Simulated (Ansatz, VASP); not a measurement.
**NiH4N: VASP beside Ansatz**

File INCAR:

```
ALGO     = Normal         # electronic algorithm
EDIFF    = 1E-6           # SCF threshold, eV
EDIFFG   = -0.01          # ionic threshold
ENCUT    = 600            # plane-wave cutoff, eV
GGA      = PE             # functional
IBRION   = 2              # ionic algorithm
ISIF     = 3              # what is computed and relaxed
ISMEAR   = 0              # smearing method
ISPIN    = 2              # spin polarisation
LASPH    = T              # aspherical terms in the spheres
LCHARG   = F              # write CHGCAR
LMAXMIX  = 4              # l up to which the mixer works
LORBIT   = 11             # projections on sites
LREAL    = F              # projectors in reciprocal space
LWAVE    = F              # write WAVECAR
MAGMOM   = 0.98 0 0 0 0 0 # initial moments
NELM     = 150            # most SCF steps
NSW      = 100            # ionic steps
PREC     = Accurate       # precision mode
SIGMA    = 0.1            # smearing width, eV
```

File KPOINTS:

```
k-points
0
Gamma
  10 10 10
```

File POSCAR:

```
NiH4N
1.0
    3.8716451426      0.0000000000      0.0000000000
    0.0000000000      3.8716451426      0.0000000000
    0.0000000000      0.0000000000      3.8716451426
Ni H N
1 4 1
Direct
    0.5000000000      0.5000000000      0.5000000000
    0.1571251440      0.1571251440      0.1571251440
    0.1571251440      0.8428748560      0.8428748560
    0.8428748560      0.8428748560      0.1571251440
    0.8428748560      0.1571251440      0.8428748560
    0.0000000000      0.0000000000      0.0000000000
```

Input for Ansatz:

```yaml
crystal:
  lattice:
    - [3.8716451426, 0.0, 0.0]
    - [0.0, 3.8716451426, 0.0]
    - [0.0, 0.0, 3.8716451426]
  atoms:
    - { symbol: Ni, position: [0.5, 0.5, 0.5], spin: 0.98 }
    - { symbol: H, position: [0.157125144, 0.157125144, 0.157125144] }
    - { symbol: H, position: [0.157125144, 0.842874856, 0.842874856] }
    - { symbol: H, position: [0.842874856, 0.842874856, 0.157125144] }
    - { symbol: H, position: [0.842874856, 0.157125144, 0.842874856] }
    - { symbol: "N", position: [0.0, 0.0, 0.0] }
basis:
  ecutwfc: 420
kpoints:
  mp_grid: { grid: [10, 10, 10] }
hamiltonian:
  xc: pbe
scf:
  occupations: { method: gaussian, width: 0.1 }
output:
  forces: true
  stress: true
  eigenvalues: true
  populations: true
  write_density: true
  write_potential: true
  elf: true
  volumetric_format: npy
magnetization:
  spin_polarized: true
relax:
  adjacent_minimum: "off"
  f_tol: 0.01
  max_steps: 80
  cell: { stress_tol: 0.05 }
```

Change from the starting cell: species swapped into the H4BrN type (P-43m, No. 215).

Alike in both runs: task relaxation of cell and atoms; functional PBE; k mesh 10 × 10 × 10; occupations gaussian, width 0.1 eV; collinear spin.

|  | VASP | Ansatz |
| --- | --- | --- |
| version | VASP 6.6.1 | Ansatz 0.2.0 |
| potentials or method | VASP PAW PBE potentials, release 64 (Ni, H, N) | scalar-relativistic, plane waves, PAW |
| plane-wave cutoff (eV) | 600 | 420 |
| valence electrons in the cell | 19 | 27 |

Ansatz gave:

- gap on the k mesh at the Fermi level, each at its own relaxed structure (eV): none
- net moment per atom (μB): 0.16
- size of the moment on the site where the two differ most (μB): 0.88
- relaxed volume (Å³/atom): 9.66
- relaxed cell length with the largest relative difference (Å): 3.870

Q: What did VASP give for the same quantities?

A: gap on the k mesh at the Fermi level, each at its own relaxed structure (eV): none; net moment per atom (μB): 0.16; size of the moment on the site where the two differ most (μB): 0.91; relaxed volume (Å³/atom): 9.66; relaxed cell length with the largest relative difference (Å): 3.870.

Site moments also hang on the region over which each program counts them. A gap of «none» marks a metal or a gap that the smearing closes. The two sets of potentials don't hold the same shells in valence.

Caveats: a cell with one magnetic atom can't hold antiferromagnetic order, which such compounds often take.
